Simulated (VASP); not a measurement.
# NaMoH6 (P1) in VASP: notebook, part 2 of 2

VASP 6.6.1. Earlier steps stand in the parts before.

**3. Single point, PBEsol**

Contents of INCAR:

```
PREC     = Accurate       # precision mode
ENCUT    = 520            # plane-wave cutoff, eV
EDIFF    = 1E-6           # SCF threshold, eV
ISMEAR   = -1             # smearing method
SIGMA    = 0.05           # smearing width, eV
LREAL    = False          # projectors in reciprocal space
LASPH    = True           # aspherical terms in the spheres
NELM     = 100            # most SCF steps
ALGO     = Normal         # electronic algorithm
ISIF     = 2              # what is computed and relaxed
LWAVE    = False          # write WAVECAR
LCHARG   = False          # write CHGCAR
GGA      = PS             # functional
NBANDS   = 24             # bands
```

Contents of KPOINTS:

```
regular mesh
0
Gamma
  3 3 3
```

Contents of POSCAR:

```
NaMoH6
1.0
    0.0000000000      3.7833864300      3.7833864300
    3.7833864300      0.0000000000      3.7833864300
    3.7833864300      3.7833864300      0.0000000000
H Mo Na
6 1 1
Direct
    0.8543919739      0.1598729105      0.3304433801
    0.3392759433      0.7935763516      0.1550330665
    0.3428823685      0.7731669905      0.7269274632
    0.7531041443      0.2624632768      0.7223940907
    0.2900894530      0.2151843369      0.8054119124
    0.7511611760      0.7779710200      0.3915397032
   -0.0058240152      0.0001817155      0.0008076098
    0.5097988365      0.5000202953      0.4908525826
```

Potentials or basis: VASP PAW PBE potentials, release 64 (H, Mo_sv, Na_pv).

On the command line:

```sh
cat potpaw_PBE.64/H/POTCAR potpaw_PBE.64/Mo_sv/POTCAR potpaw_PBE.64/Na_pv/POTCAR > POTCAR
mpirun -np 1 vasp_std > vasp.out
```

OUTCAR:

```text
PREC = Accurate
   ENCUT = 520
   EDIFF = 1E-6
   ISMEAR = -1
   LREAL = False
   LASPH = True
   NELM = 100
   ISIF = 2
   GGA = PS

 ion  position               nearest neighbor table
   1  0.854  0.160  0.330-   7 1.99
   2  0.339  0.794  0.155-   7 1.97
   3  0.343  0.773  0.727-   7 1.97
   4  0.753  0.262  0.722-   8 1.80   7 1.97
   5  0.290  0.215  0.805-   7 1.97
   6  0.751  0.778  0.392-   7 1.95
   7  0.994  0.000  0.001-   6 1.95   4 1.97   2 1.97   3 1.97   5 1.97   1 1.99
   8  0.510  0.500  0.491-   4 1.80

  LATTYP: Found a face centered cubic cell.
 ALAT       =     7.5667728600

  Lattice vectors:

 A1 = (   0.0000000000,   3.7833864300,   3.7833864300)
 A2 = (   3.7833864300,   0.0000000000,   3.7833864300)
 A3 = (   3.7833864300,   3.7833864300,   0.0000000000)

Analysis of symmetry for initial positions (statically):
=====================================================================
 Subroutine PRICEL returns:
 Original cell was already a primitive cell.
[... 175 lines left out ...]
 fundamental gap:      0.0258229485
 Fermi energy:        -0.7242502923

 k-point     1 :       0.0000    0.0000    0.0000
  band No.  band energies     occupation
      1     -61.9959      2.00000
      2     -36.0560      2.00000
      3     -36.0348      2.00000
      4     -35.9476      2.00000
      5     -23.2133      2.00000
      6     -23.2053      2.00000
[... 367 lines left out ...]
     23       8.3487      0.00000
     24       9.0675      0.00000

------------------------ aborting loop because EDIFF is reached ----------------------------------------

  FORCE on cell =-STRESS in cart. coord.  units (eV):
  Direction    XX          YY          ZZ          XY          YZ          ZX
  --------------------------------------------------------------------------------------
  -------------------------------------------------------------------------------------
  Total       -6.4690560     -3.6864833     -6.3179351     -0.1999518     -1.5402259      2.0190421
  in kB      -95.6928293    -54.5319148    -93.4573888     -2.9577664    -22.7836298     29.8664672
  external PRESSURE =     -81.2273776 kB  Pullay stress =       0.0000000 kB

 VOLUME and BASIS-vectors are now :
 -----------------------------------------------------------------------------
  energy-cutoff  :      520.00
  volume of cell :      108.31
      direct lattice vectors                 reciprocal lattice vectors
     0.000000000  3.783386430  3.783386430    -0.132156736  0.132156736  0.132156736
     3.783386430  0.000000000  3.783386430     0.132156736 -0.132156736  0.132156736
     3.783386430  3.783386430  0.000000000     0.132156736  0.132156736 -0.132156736

 POSITION                                       TOTAL-FORCE (eV/Angst)
 -----------------------------------------------------------------------------------
      1.85506      4.48269      3.83736        -2.506644      0.049959      0.270789
      3.58896      1.87016      4.28602        -0.052250     -1.940652     -0.195808
      5.67544      4.04750      4.22245         2.397821      0.275341     -0.026734
      3.72610      5.58238      3.84228        -0.203379      2.485831      0.292028
      3.86131      4.14470      1.91165         0.482042     -0.040740     -2.602498
      4.42471      4.32328      5.78530        -0.141306      0.031178      2.024916
      0.00374      3.76441      3.76204         0.109751      0.204054      0.208687
      3.74886      3.78585      3.82054        -0.086034     -1.064972      0.028620
 -----------------------------------------------------------------------------------
    total drift:                                0.000398      0.000003     -0.000206

  FREE ENERGIE OF THE ION-ELECTRON SYSTEM (eV)
  ---------------------------------------------------
  free  energy   TOTEN  =       -26.4535280683 eV

  energy  without entropy=      -26.3915531382  energy(sigma->0) =      -26.42254060
```

OSZICAR:

```text
N       E                     dE             d eps       ncg     rms          rms(c)
DAV:   1     0.200516860142E+03    0.20052E+03   -0.12464E+04   680   0.101E+03
DAV:   2    -0.207088969068E+02   -0.22123E+03   -0.21219E+03   704   0.306E+02
DAV:   3    -0.311727294145E+02   -0.10464E+02   -0.10301E+02   888   0.686E+01
DAV:   4    -0.313299581714E+02   -0.15723E+00   -0.15652E+00   712   0.881E+00
DAV:   5    -0.313320761187E+02   -0.21179E-02   -0.21177E-02   872   0.112E+00    0.151E+01
DAV:   6    -0.285958166930E+02    0.27363E+01   -0.31856E+01   672   0.224E+01    0.107E+01
DAV:   7    -0.268825639764E+02    0.17133E+01   -0.26775E+01   672   0.160E+01    0.444E+00
DAV:   8    -0.264896428677E+02    0.39292E+00   -0.10384E+00   864   0.383E+00    0.190E+00
DAV:   9    -0.264643800728E+02    0.25263E-01   -0.40120E-01   712   0.261E+00    0.993E-01
DAV:  10    -0.264511902680E+02    0.13190E-01   -0.82811E-02   816   0.105E+00    0.300E-01
DAV:  11    -0.264530931594E+02   -0.19029E-02   -0.48593E-03   728   0.291E-01    0.159E-01
DAV:  12    -0.264534178952E+02   -0.32474E-03   -0.24663E-03   704   0.178E-01    0.413E-02
DAV:  13    -0.264535116264E+02   -0.93731E-04   -0.31091E-04   752   0.734E-02    0.190E-02
DAV:  14    -0.264535255664E+02   -0.13940E-04   -0.29362E-05   784   0.209E-02    0.902E-03
DAV:  15    -0.264535279596E+02   -0.23932E-05   -0.97783E-06   720   0.120E-02    0.317E-03
DAV:  16    -0.264535280683E+02   -0.10867E-06   -0.39418E-07   600   0.358E-03
   1 F= -.26453528E+02 E0= -.26422541E+02  d E =-.619749E-01
```

stdout:

```text
POSCAR found type information on POSCAR H MoNa
 POSCAR found :  3 types and       8 ions
 scaLAPACK will be used
 -----------------------------------------------------------------------------
|                                                                             |
|                                                                             |
|     You enforced a specific xc type in the INCAR file but a different       |
|     I HOPE YOU KNOW WHAT YOU ARE DOING!                                     |
|                                                                             |
 -----------------------------------------------------------------------------

 LDA part: xc-table for (Slater+PW92), standard interpolation
 POSCAR, INCAR and KPOINTS ok, starting setup
 FFT: planning ... GRIDC
 FFT: planning ... GRID_SOFT
 FFT: planning ... GRID
 WAVECAR not read
 entering main loop
```

It took 39 s on 1 thread of Intel Xeon Platinum 8559C (Emerald Rapids), shared host; peak memory 0.25 GiB.

What came out:

* Free energy: -26.4535 eV
* Pressure: -8.1 GPa
* Largest force: 2.647 eV/Å
* Band gap on the k mesh: none (metal or under the smearing width)

Forces in eV/Å, atoms in the order of the input:
```
H   -2.507  0.050  0.271
H   -0.052 -1.941 -0.196
H    2.398  0.275 -0.027
H   -0.203  2.486  0.292
H    0.482 -0.041 -2.602
H   -0.141  0.031  2.025
Mo   0.110  0.204  0.209
Na  -0.086 -1.065  0.029
```

Stress tensor (GPa, compression positive):
```
-9.57 -0.30  2.99
-0.30 -5.45 -2.28
 2.99 -2.28 -9.35
```

Levels at points of the mesh, in eV from the Fermi level:
| k point | band 10 | band 11 | band 12 | band 13 | band 14 | band 15 | band 16 | band 17 |
| --- | --- | --- | --- | --- | --- | --- | --- | --- |
| (0.00, 0.00, 0.00) | -2.41 | -1.88 | -1.74 | -0.73 | -0.05 | 0.80 | 0.93 | 4.35 |

Caveat: the k mesh is coarse (spacing up to 0.48 Å⁻¹), so the values aren't converged; the PAW data sets were made with another functional, which shifts forces and pressure a little.

**4. Single point, PBEsol**

Contents of INCAR:

```
ALGO = Fast
EDIFF = 1E-7
ENCUT = 520
GGA = PS
ISIF = 2
ISMEAR = -1
LASPH = T
LCHARG = T
LELF = T
LREAL = F
LVHAR = T
LWAVE = F
NBANDS = 24
NELM = 100
PREC = Accurate
SIGMA = 0.05
```

Contents of KPOINTS:

```
k-points
0
Gamma
  3 3 3
```

Contents of POSCAR:

```
NaMoH6
1.0
    0.0000000000      3.7833864300      3.7833864300
    3.7833864300      0.0000000000      3.7833864300
    3.7833864300      3.7833864300      0.0000000000
H Mo Na
6 1 1
Direct
    0.9276908571      0.1063452035      0.3540978498
    0.3815953053      0.8123826516      0.1077943022
    0.3861777080      0.7886412227      0.7343100028
    0.7784056835      0.2603742753      0.7071663309
    0.2875129253      0.1924832458      0.8606505204
    0.7503044039      0.7838817300      0.4732531379
   -0.0086084254      0.0004382317      0.0007947906
    0.5134926172      0.5006216085      0.4862794309
```

On the command line:

```sh
cat potpaw_PBE.64/H/POTCAR potpaw_PBE.64/Mo_sv/POTCAR potpaw_PBE.64/Na_pv/POTCAR > POTCAR
mpirun -np 1 vasp_std > vasp.out
```

Wall time 43 s (1 thread of Intel Xeon Platinum 8559C (Emerald Rapids), shared host); peak memory 0.25 GiB.

The run converged. Its results:

```
Free energy            : -26.6388 eV
Pressure               : -11.3 GPa
Largest force          : 3.759 eV/Å
Band gap on the k mesh : none (metal or under the smearing width)
```

Forces in eV/Å, atoms in the order of the input:
```
H   -2.048 -0.946 -0.050
H    0.133 -1.794 -0.613
H    1.833 -0.334 -0.417
H   -0.114  2.119  0.103
H    0.175 -0.696 -2.202
H   -0.801 -0.770  1.629
Mo   0.821  3.247  1.706
Na   0.002 -0.825 -0.156
```

Stress tensor (GPa, compression positive):
```
-11.90  -1.70   4.08
 -1.70  -9.94  -3.67
  4.08  -3.67 -12.09
```

Levels at points of the mesh, in eV from the Fermi level:
| k point | band 11 | band 12 | band 13 | band 14 | band 15 | band 16 |
| --- | --- | --- | --- | --- | --- | --- |
| (0.00, 0.00, 0.00) | -2.06 | -1.60 | -0.61 | -0.01 | 1.31 | 1.40 |

Caveat: the k mesh is coarse (spacing up to 0.48 Å⁻¹), so the values aren't converged; the PAW data sets were made with another functional, which shifts forces and pressure a little.
